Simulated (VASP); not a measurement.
# Cs2KCdF6 (Fm-3m) in VASP: single point with PBE

Aim: the single point of Cs2KCdF6 with PBE.

Everything below comes from runs of VASP 6.6.1. Logs are shortened: lines on timing, memory, paths and dates and some standing lists are left out, and cuts for length are marked.

**1. The crystal as given**

Symmetry: Fm-3m, No. 225, cubic system. Conventional cell: a = 9.246 Å, b = 9.246 Å, c = 9.246 Å, α = 90.00°, β = 90.00°, γ = 90.00°. K (site symmetry m-3m) is surrounded by 6 F at 2.64 Å. Cd (site symmetry m-3m) has 6 F at 1.99 Å as nearest neighbours. F (site symmetry 4mm) has 1 Cd at 1.99 Å as nearest neighbours. Cs (site symmetry -43m) is surrounded by 12 F at 3.29 Å.

The cell was built by a generator and needn't be a form met in nature.

**2. Single point, PBE**

INCAR

```
SYSTEM = Cs2KCdF6
PREC     = Accurate       ! precision mode
ENCUT    = 520            ! plane-wave cutoff, eV
EDIFF    = 1E-6           ! SCF threshold, eV
ISMEAR   = -1             ! smearing method
SIGMA    = 0.0132         ! smearing width, eV
LREAL    = .False.        ! projectors in reciprocal space
LASPH    = .True.         ! aspherical terms in the spheres
NELM     = 80             ! most SCF steps
ALGO     = Fast           ! electronic algorithm
ISIF     = 2              ! what is computed and relaxed
LWAVE    = .False.        ! write WAVECAR
LCHARG   = .False.        ! write CHGCAR
GGA      = PE             ! functional
NBANDS   = 52             ! bands
```

KPOINTS

```
regular mesh
0
Gamma
  6 6 6
  0 0 0
```

POSCAR

```
Cs2KCdF6
1.0
    0.0000000000      4.6231940000      4.6231940000
    4.6231940000      0.0000000000      4.6231940000
    4.6231940000      4.6231940000      0.0000000000
K Cd F Cs
1 1 6 2
Direct
    0.5000000000      0.5000000000      0.5000000000
    0.0000000000      0.0000000000      0.0000000000
    0.7850000000      0.2150000000      0.2150000000
    0.2150000000      0.7850000000      0.2150000000
    0.2150000000      0.7850000000      0.7850000000
    0.7850000000      0.2150000000      0.7850000000
    0.2150000000      0.2150000000      0.7850000000
    0.7850000000      0.7850000000      0.2150000000
    0.2500000000      0.2500000000      0.2500000000
    0.7500000000      0.7500000000      0.7500000000
```

Potentials or basis: VASP PAW PBE potentials, release 64 (K_sv, Cd, F, Cs_sv).

Started as:

```sh
cat potpaw_PBE.64/K_sv/POTCAR potpaw_PBE.64/Cd/POTCAR potpaw_PBE.64/F/POTCAR potpaw_PBE.64/Cs_sv/POTCAR > POTCAR
mpirun -np 1 vasp_std > vasp.out
```

OUTCAR:

```text
SYSTEM = Cs2KCdF6
   PREC = Accurate
   ENCUT = 520
   EDIFF = 1E-6
   ISMEAR = -1
   LREAL = .False.
   LASPH = .True.
   NELM = 80
   ISIF = 2
   GGA = PE

 ion  position               nearest neighbor table
   1  0.500  0.500  0.500-   3 2.64   4 2.64   5 2.64   6 2.64   7 2.64   8 2.64
   2  0.000  0.000  0.000-   3 1.99   4 1.99   5 1.99   6 1.99   7 1.99   8 1.99
   3  0.785  0.215  0.215-   2 1.99   1 2.64
   4  0.215  0.785  0.215-   2 1.99   1 2.64
   5  0.215  0.785  0.785-   2 1.99   1 2.64
   6  0.785  0.215  0.785-   2 1.99   1 2.64
   7  0.215  0.215  0.785-   2 1.99   1 2.64
   8  0.785  0.785  0.215-   2 1.99   1 2.64
   9  0.250  0.250  0.250-
  10  0.750  0.750  0.750-

  LATTYP: Found a face centered cubic cell.
 ALAT       =     9.2463880000

  Lattice vectors:

 A1 = (   0.0000000000,   4.6231940000,   4.6231940000)
 A2 = (   4.6231940000,   0.0000000000,   4.6231940000)
 A3 = (   4.6231940000,   4.6231940000,   0.0000000000)

Analysis of symmetry for initial positions (statically):
=====================================================================
 Subroutine PRICEL returns:
 Original cell was already a primitive cell.

 Routine SETGRP: Setting up the symmetry group for a
 face centered cubic supercell.

 Subroutine GETGRP returns: Found 48 space group operations
 (whereof 48 operations were pure point group operations)
 out of a pool of 48 trial point group operations.

The static configuration has the point symmetry O_h .

Analysis of symmetry for dynamics (positions and initial velocities):
=====================================================================
 Subroutine PRICEL returns:
 Original cell was already a primitive cell.

 Routine SETGRP: Setting up the symmetry group for a
 face centered cubic supercell.

 Subroutine GETGRP returns: Found 48 space group operations
 (whereof 48 operations were pure point group operations)
 out of a pool of 48 trial point group operations.

The dynamic configuration has the point symmetry O_h .

 Subroutine INISYM returns: Found 48 space group operations
 (whereof 48 operations are pure point group operations),
 and found     1 'primitive' translations

----------------------------------------------------------------------------------------

                                     Primitive cell

  volume of cell :     197.6316

  direct lattice vectors                    reciprocal lattice vectors
     0.000000000  4.623194000  4.623194000    -0.108150339  0.108150339  0.108150339
     4.623194000  0.000000000  4.623194000     0.108150339 -0.108150339  0.108150339
     4.623194000  4.623194000  0.000000000     0.108150339  0.108150339 -0.108150339

  length of vectors
     6.538183656  6.538183656  6.538183656     0.187321883  0.187321883  0.187321883

  position of ions in fractional coordinates (direct lattice)
     0.500000000  0.500000000  0.500000000
     0.000000000  0.000000000  0.000000000
     0.785000000  0.215000000  0.215000000
     0.215000000  0.785000000  0.215000000
     0.215000000  0.785000000  0.785000000
     0.785000000  0.215000000  0.785000000
     0.215000000  0.215000000  0.785000000
     0.785000000  0.785000000  0.215000000
     0.250000000  0.250000000  0.250000000
     0.750000000  0.750000000  0.750000000

  ion indices of the primitive-cell ions
   primitive index   ion index
                 1           1
                 2           2
                 3           3
                 4           4
                 5           5
                 6           6
                 7           7
                 8           8
                 9           9
                10          10

----------------------------------------------------------------------------------------

 KPOINTS: regular mesh

Automatic generation of k-mesh.
 Grid dimensions read from file:
 generate k-points for:    6    6    6

 Generating k-lattice:

  Cartesian coordinates                     Fractional coordinates (reciprocal lattice)
    -0.018025057  0.018025057  0.018025057     0.166666667  0.000000000  0.000000000
     0.018025057 -0.018025057  0.018025057     0.000000000  0.166666667  0.000000000
     0.018025057  0.018025057 -0.018025057     0.000000000  0.000000000  0.166666667

  Length of vectors
     0.031220314  0.031220314  0.031220314

  Shift w.r.t. Gamma in fractional coordinates (k-lattice)
     0.000000000  0.000000000  0.000000000

 Subroutine IBZKPT returns following result:
 ===========================================

 Found     16 irreducible k-points:

 Following reciprocal coordinates:
            Coordinates               Weight
  0.000000  0.000000  0.000000      1.000000
  0.166667  0.000000  0.000000      8.000000
  0.333333  0.000000  0.000000      8.000000
  0.500000  0.000000  0.000000      4.000000
  0.166667  0.166667  0.000000      6.000000
  0.333333  0.166667  0.000000     24.000000
[... 8 lines left out ...]
 -0.333333  0.333333  0.166667     24.000000
 -0.333333  0.500000  0.166667     12.000000
   k-points           NKPTS =     16   k-points in BZ     NKDIM =     16   number of bands    NBANDS=     52
   number of dos      NEDOS =    301   number of ions     NIONS =     10
   total plane-waves  NPLWV = 125000
   dimension x,y,z NGX =    50 NGY =   50 NGZ =   50
   dimension x,y,z NGXF=   100 NGYF=  100 NGZF=  100
   ions per type =               1   1   6   2
   NGX,Y,Z   is equivalent  to a cutoff of  12.71, 12.71, 12.71 a.u.
   NGXF,Y,Z  is equivalent  to a cutoff of  25.43, 25.43, 25.43 a.u.
 SYSTEM =  Cs2KCdF6
   PREC   = accura    normal or accurate (medium, high low for compatibility)
   ISTART =      0    job   : 0-new  1-cont  2-samecut
   ICHARG =      2    charge: 1-file 2-atom 10-const
   ISPIN  =      1    spin polarized calculation?
   LNONCOLLINEAR =      F non collinear calculations
   LSORBIT =      F    spin-orbit coupling
   LASPH  =      T    aspherical Exc in radial PAW
   ENCUT  =  520.0 eV  38.22 Ry    6.18 a.u.  12.16 12.16 12.16*2*pi/ulx,y,z
   NELM   =     80;   NELMIN=  2; NELMDL= -5     # of ELM steps
   EDIFF  = 0.1E-05   stopping-criterion for ELM
   LREAL  =      F    real-space projection
   EDIFFG = 0.1E-04   stopping-criterion for IOM
   NSW    =      0    number of steps for IOM
   IBRION =     -1    ionic relax: 0-MD 1-quasi-New 2-CG
   NFREE  =      0    steps in history (QN), initial steepest desc. (CG)
   ISIF   =      2    stress and relaxation
   ISYM   =      2    0-nonsym 1-usesym 2-fastsym
   POTIM  = 0.5000    time-step for ionic-motion
   TEBEG  =    0.0;   TEEND  =   0.0 temperature during run
   PSTRESS=    0.0 pullay stress
   NELECT =      81.0000    total number of electrons
   NUPDOWN=      -1.0000    fix difference up-down
   EMIN   =  10.00;   EMAX   =-10.00  energy-range for DOS
   EFERMI =   0.00;   METHOD = LEGACY
   ISMEAR =    -1;   SIGMA  =   0.01  broadening in eV -4-tet -1-fermi 0-gaus
   EFERMI_NEDOS =   21; number of points for ismear=-14 and -15
   IALGO  =     68    algorithm
   IMIX   =      4    mixing-type and parameters
     AMIX     =   0.40;   BMIX     =  1.00
     AMIX_MAG =   1.60;   BMIX_MAG =  1.00
  volume/ion in A,a.u.               =      19.76       133.37
  Fermi-wavevector in a.u.,A,eV,Ry     =   1.216049  2.297999 20.119956  1.478775
  Thomas-Fermi vector in A             =   2.351416
   LORBIT       =      0    0 simple, 1 ext, 2 COOP (PROOUT), +10 PAW based schemes
   GGA     = PE    functional components
   LHFCALC =     F    Hartree Fock is set to
   AEXX    =    0.0000 exact exchange contribution
   IVDW    =     0    specifies the selected vdW correction
   LEPSILON=     F    determine dielectric tensor
   LRPA    =     F    only Hartree local field effects (RPA)
 non-spin polarized calculation
 RMM-DIIS sequential band-by-band and
  energy-cutoff  :      520.00
  volume of cell :      197.63
 maximum number of plane-waves:      5365
 NGX is ok and might be reduce to    50
   NGX = 25   NGY = 25   NGZ = 25

 number of electron      80.9999974 magnetization

 Free energy of the ion-electron system (eV)
  ---------------------------------------------------
  ext. energy  EPLUGINS =         0.00000000
  ---------------------------------------------------
  free energy    TOTEN  =       -36.35088142 eV

  energy without entropy =      -36.33645062  energy(sigma->0) =      -36.34366602

 E-fermi :  -0.9737     XC(G=0):  -8.7870

 val. band max:       -0.9796654403   @ k =   0.5000   0.3333   0.1667
 cond. band min:      -0.9668298002   @ k =  -0.1667   0.1667   0.0000
 fundamental gap:      0.0128356401
 Fermi energy:        -0.9736626560

 k-point     1 :       0.0000    0.0000    0.0000
  band No.  band energies     occupation
      1     -28.2851      2.00000
      2     -22.1593      2.00000
      3     -21.7984      2.00000
      4     -21.7984      2.00000
      5     -21.7633      2.00000
      6     -21.7633      2.00000
[... 44 lines left out ...]
     51       9.8077      0.00000
     52       9.8118      0.00000

 k-point     2 :       0.1667    0.0000    0.0000
  band No.  band energies     occupation
      1     -28.2850      2.00000
      2     -22.1549      2.00000
      3     -21.8029      2.00000
      4     -21.8029      2.00000
      5     -21.7655      2.00000
      6     -21.7596      2.00000
[... 44 lines left out ...]
     51       9.1715      0.00000
     52       9.2704      0.00000

 k-point     3 :       0.3333    0.0000    0.0000
  band No.  band energies     occupation
      1     -28.2849      2.00000
      2     -22.1449      2.00000
      3     -21.8095      2.00000
      4     -21.8095      2.00000
      5     -21.7695      2.00000
      6     -21.7532      2.00000
[... 44 lines left out ...]
     51       8.4009      0.00000
     52       8.4543      0.00000
[... 606 lines left out ...]
 k-point    15 :      -0.3333    0.3333    0.1667
  band No.  band energies     occupation
      1     -28.2848      2.00000
      2     -22.1260      2.00000
      3     -21.8089      2.00000
      4     -21.8056      2.00000
      5     -21.7737      2.00000
      6     -21.7684      2.00000
[... 44 lines left out ...]
     51       8.0486      0.00000
     52       8.6290      0.00000

 k-point    16 :      -0.3333    0.5000    0.1667
  band No.  band energies     occupation
      1     -28.2848      2.00000
      2     -22.1201      2.00000
      3     -21.8059      2.00000
      4     -21.8024      2.00000
      5     -21.7796      2.00000
      6     -21.7711      2.00000
[... 44 lines left out ...]
     51       8.2317      0.00000
     52       9.0032      0.00000

------------------------ aborting loop because EDIFF is reached ----------------------------------------

  FORCE on cell =-STRESS in cart. coord.  units (eV):
  Direction    XX          YY          ZZ          XY          YZ          ZX
  --------------------------------------------------------------------------------------
  -------------------------------------------------------------------------------------
  Total       10.9321708     10.9321708     10.9321708      0.0000000      0.0000000     -0.0000000
  in kB       88.6258969     88.6258969     88.6258969      0.0000000      0.0000000     -0.0000000
  external PRESSURE =      88.6258969 kB  Pullay stress =       0.0000000 kB

 VOLUME and BASIS-vectors are now :
 -----------------------------------------------------------------------------
  energy-cutoff  :      520.00
  volume of cell :      197.63
      direct lattice vectors                 reciprocal lattice vectors
     0.000000000  4.623194000  4.623194000    -0.108150339  0.108150339  0.108150339
     4.623194000  0.000000000  4.623194000     0.108150339 -0.108150339  0.108150339
     4.623194000  4.623194000  0.000000000     0.108150339  0.108150339 -0.108150339

 POSITION                                       TOTAL-FORCE (eV/Angst)
 -----------------------------------------------------------------------------------
      4.62319      4.62319      4.62319         0.000000     -0.000000     -0.000000
      0.00000      0.00000      0.00000         0.000000     -0.000000     -0.000000
      1.98797      4.62319      4.62319         2.868711     -0.000000     -0.000000
      4.62319      1.98797      4.62319         0.000000      2.868711     -0.000000
      7.25841      4.62319      4.62319        -2.868711     -0.000000     -0.000000
      4.62319      7.25841      4.62319         0.000000     -2.868711     -0.000000
      4.62319      4.62319      1.98797         0.000000     -0.000000      2.868711
      4.62319      4.62319      7.25841         0.000000     -0.000000     -2.868711
      2.31160      2.31160      2.31160         0.000000     -0.000000     -0.000000
      6.93479      6.93479      6.93479         0.000000     -0.000000      0.000000
 -----------------------------------------------------------------------------------
    total drift:                                0.000000      0.000000     -0.000000

  FREE ENERGIE OF THE ION-ELECTRON SYSTEM (eV)
  ---------------------------------------------------
  free  energy   TOTEN  =       -36.3508814231 eV

  energy  without entropy=      -36.3364506190  energy(sigma->0) =      -36.34366602
```

Wall time 2.5 min (1 thread of AMD EPYC 9R45 (Zen 5), shared host); peak memory 0.42 GiB.

Results:

- Free energy: -36.3509 eV
- Pressure: 8.9 GPa
- Largest force: 2.869 eV/Å
- Band gap on the k mesh: none (metal or under the smearing width)

Forces in eV/Å, atoms in the order of the input:
```
K    0.000  0.000  0.000
Cd   0.000  0.000  0.000
F    2.869  0.000  0.000
F    0.000  2.869  0.000
F   -2.869  0.000  0.000
F    0.000 -2.869  0.000
F    0.000  0.000  2.869
F    0.000  0.000 -2.869
Cs   0.000  0.000  0.000
Cs   0.000  0.000  0.000
```

Caveat: an odd number of electrons without spin polarisation forces a metal; a magnetic or distorted state may lie lower.
